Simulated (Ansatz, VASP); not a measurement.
# Cross-check of ZnIn between VASP and Ansatz

Wanted: the spread between two codes on one cell, functional and k mesh. The cell is generated by rule, not measured, and may not be a known phase. The cell is taken from a series of runs on this material, whose earlier steps may have relaxed, scaled, displaced or heated it; both programs get it as it stands.

Calculated with Ansatz 0.2.0; plane waves, with VASP 6.6.1 beside it; zone-centre phonons at LDA.

The structure was built from a prototype and need not be the compound's stable phase.

### 1. Set-up

Symmetry: Fm-3m, No. 225, cubic system. Conventional cell: a = 5.506 Å, b = 5.506 Å, c = 5.506 Å, α = 90.00°, β = 90.00°, γ = 90.00°. Nearest to In lie 6 Zn at 2.75 Å. Nearest to Zn lie 6 In at 2.75 Å. Farther neighbours are not listed.

### 2. VASP: zone-centre phonons, LDA

Second derivatives magnify differences that forces hide, and they need a tight electronic threshold.

Lines of VASP's logs that name or quote its potential files are left out, and so is its time.

INCAR

```
SYSTEM = ZnIn
PREC = Accurate
ENCUT = 500
EDIFF = 1E-08
NELM = 120
ISMEAR = 1
SIGMA = 0.2
LREAL = .FALSE.
ALGO = Normal
GGA = CA
NBANDS = 18
LORBIT = 11
LWAVE = .FALSE.
LCHARG = .FALSE.
ISIF = 2
IBRION = 8
LASPH = .TRUE.
GGA_COMPAT = .FALSE.
KPAR = 2
```

POSCAR

```
ZnIn
1.0
    0.0000000000      2.7532457436      2.7532457436
    2.7532457436      0.0000000000      2.7532457436
    2.7532457436      2.7532457436      0.0000000000
In Zn
1 1
Direct
    0.0000000000      0.0000000000      0.0000000000
    0.5000000000      0.5000000000      0.5000000000
```

KPOINTS

```
Automatic mesh
0
Gamma
16 16 16
0 0 0
```

The projector-augmented-wave data sets are In_d and Zn (LDA family, release 64).

Started as:

```sh
mpirun -np 2 vasp_std
```

Numbers of over 12 decimals in the logs are rounded to 6 here.

The log of the run:

```text
[banner, memory and clock lines left out]
running    2 mpi-ranks, on    1 nodes
 distrk:  each k-point on    1 cores,    2 groups
 distr:  one band on    1 cores,    1 groups

 POSCAR found type information on POSCAR InZn
 POSCAR found :  2 types and       2 ions
 LDA part: xc-table for (Slater(with rela. corr.)+CA(PZ))
 , standard interpolation
 POSCAR, INCAR and KPOINTS ok, starting setup
 FFT: planning ... GRIDC
 FFT: planning ... GRID_SOFT
 FFT: planning ... GRID
 WAVECAR not read
 entering main loop
       N       E                     dE             d eps       ncg     rms          rms(c)
DAV:   1     0.155678986509E+03    0.15568E+03   -0.12055E+04  5252   0.190E+03
DAV:   2     0.402622128192E+01   -0.15165E+03   -0.14915E+03  5258   0.350E+02
DAV:   3    -0.469491575769E+01   -0.87211E+01   -0.86831E+01  6014   0.975E+01
DAV:   4    -0.487176051682E+01   -0.17684E+00   -0.17677E+00  6156   0.135E+01
DAV:   5    -0.488007232697E+01   -0.83118E-02   -0.83112E-02  6880   0.274E+00    0.392E+00
DAV:   6    -0.473376204169E+01    0.14631E+00   -0.67041E-01  5784   0.165E+01    0.231E+00
DAV:   7    -0.471909137354E+01    0.14671E-01   -0.48232E-02  6230   0.412E+00    0.112E+00
DAV:   8    -0.471413115853E+01    0.49602E-02   -0.64576E-03  7196   0.963E-01    0.205E-01
DAV:   9    -0.471391458554E+01    0.21657E-03   -0.57569E-04  7448   0.408E-01    0.119E-01
DAV:  10    -0.471385580278E+01    0.58783E-04   -0.70917E-05  6640   0.110E-01    0.242E-02
DAV:  11    -0.471385442137E+01    0.13814E-05   -0.38232E-06  8056   0.284E-02    0.404E-03
DAV:  12    -0.471385448667E+01   -0.65307E-07   -0.55892E-07  5638   0.592E-03    0.368E-03
DAV:  13    -0.471385448788E+01   -0.12074E-08   -0.37352E-08  5932   0.327E-03
   1 F= -.47138545E+01 E0= -.47141834E+01  d E =0.986874E-03
 Linear response reoptimize wavefunctions to high precision
DAV:   1    -0.471385448766E+01    0.22146E-09   -0.27852E-09  3834   0.852E-04
DAV:   2    -0.471385448770E+01   -0.42292E-10   -0.28185E-10  3024   0.170E-04
 Linear response DOF=           2
 Linear response progress:
  Degree of freedom:   1/  2
       N       E                     dE             d eps       ncg     rms          rms(c)
RMM:   1    -0.233342478406E+00   -0.23334E+00   -0.11808E-01 18676   0.394E+00
RMM:   2    -0.236137192825E+00   -0.27947E-02   -0.11939E-02 20730   0.789E-01    0.490E-02
RMM:   3    -0.236224696999E+00   -0.87504E-04   -0.11257E-03 21691   0.242E-01    0.232E-02
RMM:   4    -0.236193525140E+00    0.31172E-04   -0.10778E-04 22779   0.799E-02    0.164E-02
RMM:   5    -0.236221706777E+00   -0.28182E-04   -0.16706E-05 22608   0.320E-02    0.501E-03
RMM:   6    -0.236235347318E+00   -0.13641E-04   -0.28282E-06 22646   0.120E-02    0.303E-03
RMM:   7    -0.236242375410E+00   -0.70281E-05   -0.58535E-07 22562   0.499E-03    0.180E-03
RMM:   8    -0.236243121378E+00   -0.74597E-06   -0.97573E-08 22974   0.221E-03    0.327E-04
RMM:   9    -0.236242804535E+00    0.31684E-06    0.25147E-08 22970   0.111E-03    0.153E-04
RMM:  10    -0.236242817842E+00   -0.13307E-07    0.12469E-07 23272   0.583E-04    0.171E-04
RMM:  11    -0.236242874129E+00   -0.56287E-07    0.12186E-07 23171   0.347E-04    0.296E-04
RMM:  12    -0.236243038043E+00   -0.16391E-06    0.15661E-07 23272   0.221E-04    0.964E-05
RMM:  13    -0.236243161322E+00   -0.12328E-06   -0.42572E-09 23226   0.163E-04    0.113E-04
RMM:  14    -0.236243162748E+00   -0.14260E-08    0.25631E-08 23978   0.125E-04    0.715E-05
 first order change of Fermi-energy   0.50777E-04
 force on displaced ion       1 direction 1 :  -3.189   0.000   0.000
 Linear response progress:
  Degree of freedom:   2/  2
       N       E                     dE             d eps       ncg     rms          rms(c)
RMM:   1    -0.211797327479E+00   -0.21180E+00   -0.29051E-02 16455   0.188E+00
RMM:   2    -0.210402697288E+00    0.13946E-02   -0.82036E-03 18405   0.102E+00    0.528E-02
RMM:   3    -0.210387864285E+00    0.14833E-04   -0.12931E-03 20253   0.369E-01    0.266E-02
RMM:   4    -0.210348934958E+00    0.38929E-04   -0.20804E-04 21203   0.155E-01    0.625E-03
RMM:   5    -0.210347455105E+00    0.14799E-05   -0.48567E-05 21751   0.696E-02    0.422E-03
RMM:   6    -0.210354428846E+00   -0.69737E-05   -0.10760E-05 22151   0.332E-02    0.178E-03
RMM:   7    -0.210354593714E+00   -0.16487E-06   -0.28636E-06 22155   0.167E-02    0.227E-03
RMM:   8    -0.210355414694E+00   -0.82098E-06   -0.93373E-07 23300   0.825E-03    0.796E-04
RMM:   9    -0.210354787334E+00    0.62736E-06   -0.26424E-07 22379   0.470E-03    0.175E-04
RMM:  10    -0.210354828671E+00   -0.41337E-07   -0.73696E-08 23270   0.223E-03    0.683E-04
RMM:  11    -0.210354833757E+00   -0.50856E-08   -0.24204E-08 23913   0.120E-03    0.691E-04
 first order change of Fermi-energy  -0.67898E-04
 force on displaced ion       2 direction 1 :  -3.254   0.000   0.000
 Linear response finished
```

Parts of OUTCAR (step 2):

```text
ion  position               nearest neighbor table
   1  0.000  0.000  0.000-   2 2.75   2 2.75   2 2.75   2 2.75   2 2.75   2 2.75
   2  0.500  0.500  0.500-   1 2.75   1 2.75   1 2.75   1 2.75   1 2.75   1 2.75

  LATTYP: Found a face centered cubic cell.
 ALAT       =     5.5064914872

 Subroutine GETGRP returns: Found 48 space group operations
 (whereof 48 operations were pure point group operations)

The static configuration has the point symmetry O_h .

 Found    145 irreducible k-points:

   k-points           NKPTS =    145   k-points in BZ     NKDIM =    145   number of bands    NBANDS=     18

   dimension x,y,z NGX =    28 NGY =   28 NGZ =   28
   dimension x,y,z NGXF=    56 NGYF=   56 NGZF=   56

   ENCUT  =  500.0 eV  36.75 Ry    6.06 a.u.   7.10  7.10  7.10*2*pi/ulx,y,z

   NELECT =      25.0000    total number of electrons

 k-points in reciprocal lattice and weights: Automatic mesh
   0.00000000  0.00000000  0.00000000       0.000
   0.06250000  0.00000000  0.00000000       0.002
   0.12500000  0.00000000  0.00000000       0.002
   0.18750000  0.00000000  0.00000000       0.002
   0.25000000  0.00000000  0.00000000       0.002
   0.31250000  0.00000000  0.00000000       0.002
   0.37500000  0.00000000  0.00000000       0.002
   0.43750000  0.00000000  0.00000000       0.002
   0.50000000  0.00000000  0.00000000       0.001
[...]
-0.31250000  0.50000000  0.18750000       0.003
  -0.25000000  0.50000000  0.25000000       0.001

 average (electrostatic) potential at core
       1 -95.2939       2 -35.4724

  Total        0.0474596      0.0474596      0.0474596      0.0000000      0.0000000      0.0000000
  in kB        1.8216704      1.8216704      1.8216704      0.0000000      0.0000000      0.0000000
  external PRESSURE =       1.8216704 kB  Pullay stress =       0.0000000 kB

  energy-cutoff  :      500.00
  volume of cell :       41.74
      direct lattice vectors                 reciprocal lattice vectors
     0.000000000  2.753245744  2.753245744    -0.181603840  0.181603840  0.181603840
     2.753245744  0.000000000  2.753245744     0.181603840 -0.181603840  0.181603840
     2.753245744  2.753245744  0.000000000     0.181603840  0.181603840 -0.181603840

 POSITION                                       TOTAL-FORCE (eV/Angst)
 -----------------------------------------------------------------------------------
      0.00000      0.00000      0.00000         0.000000      0.000000     -0.000000
      2.75325      2.75325      2.75325         0.000000     -0.000000      0.000000
 -----------------------------------------------------------------------------------
    total drift:                                0.000000      0.000000      0.000000

 Eigenvectors and eigenvalues of the dynamical matrix
 ----------------------------------------------------

   1 f  =    4.353348 THz    27.352889 2PiTHz  145.212044 cm-1    18.003991 meV
             X         Y         Z           dx          dy          dz
      0.000000  0.000000  0.000000    -0.598508    0.000000    0.000000
      2.753246  2.753246  2.753246     0.801117    0.000000    0.000000

   2 f  =    4.353348 THz    27.352889 2PiTHz  145.212044 cm-1    18.003991 meV
             X         Y         Z           dx          dy          dz
      0.000000  0.000000  0.000000     0.000000   -0.598508    0.000000
      2.753246  2.753246  2.753246     0.000000    0.801117    0.000000

   3 f  =    4.353348 THz    27.352889 2PiTHz  145.212044 cm-1    18.003991 meV
             X         Y         Z           dx          dy          dz
      0.000000  0.000000  0.000000     0.000000    0.000000   -0.598508
      2.753246  2.753246  2.753246     0.000000    0.000000    0.801117

   4 f/i=    0.021044 THz     0.132225 2PiTHz    0.701959 cm-1     0.087032 meV
             X         Y         Z           dx          dy          dz
      0.000000  0.000000  0.000000     0.000000    0.801117    0.000000
      2.753246  2.753246  2.753246     0.000000    0.598508    0.000000

   5 f/i=    0.021044 THz     0.132225 2PiTHz    0.701959 cm-1     0.087032 meV
             X         Y         Z           dx          dy          dz
      0.000000  0.000000  0.000000    -0.801117    0.000000    0.000000
      2.753246  2.753246  2.753246    -0.598508    0.000000    0.000000

   6 f/i=    0.021044 THz     0.132225 2PiTHz    0.701959 cm-1     0.087032 meV
             X         Y         Z           dx          dy          dz
      0.000000  0.000000  0.000000     0.000000    0.000000    0.801117
      2.753246  2.753246  2.753246     0.000000    0.000000    0.598508

 ELASTIC MODULI CONTR FROM IONIC RELAXATION (kBar)
 Direction    XX          YY          ZZ          XY          YZ          ZX
 --------------------------------------------------------------------------------
 XX           0.0000      0.0000      0.0000      0.0000      0.0000      0.0000
 YY           0.0000      0.0000      0.0000      0.0000      0.0000      0.0000
 ZZ           0.0000      0.0000      0.0000      0.0000      0.0000      0.0000
 XY           0.0000      0.0000      0.0000      0.0000      0.0000      0.0000
 YZ           0.0000      0.0000      0.0000      0.0000      0.0000      0.0000
 ZX           0.0000      0.0000      0.0000      0.0000      0.0000      0.0000
 --------------------------------------------------------------------------------
```

[end of part 1 of 2]

[Lines on the potential files, build, host, timing and source positions are cut from VASP's logs without a mark.]

[Logs are printed without paths, hosts, clocks, repeated set-up lines and the standing remarks that a program may print on its own settings, such as how far it seeks lower states.]

[Hosts, paths, dates, database ids (printed as entryN), source tags and the programs' standing remarks are cut or masked in the printed files.]
